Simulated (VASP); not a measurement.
Here is the system:

```
CELL_PARAMETERS angstrom
      0.00000     1.77264     1.77264
      1.77264     0.00000     1.77264
      1.77264     1.77264     0.00000
ATOMIC_POSITIONS crystal
  B  0.00000 0.00000 0.00000
  N  0.25000 0.25000 0.25000
```

The numbers are results of revTPSS meta-GGA, VASP's PBE PAW potentials (set 64) (plane waves; VASP), not measurements. Settings: 520 eV cut-off, 12×12×12 Γ-centred mesh, Gaussian smearing of 0.050 eV, potentials B N.

Question: What does the run give for the energy per atom (σ→0), pressure, band gap (on the k-mesh) with the smallest direct gap where there is one?

Answer: 
- band gap (on the k-mesh) = 4.36 eV
- smallest direct gap (on the k-mesh) = 9.50 eV
- energy per atom (σ→0) = -9.941 eV/atom
- pressure = 26.26 GPa

Total energies compare only between runs with the same potentials, cut-off and functional.

The compound is BN in the zinc blende structure. This cell is one point of a volume scan, at 0.94 of the reference volume.
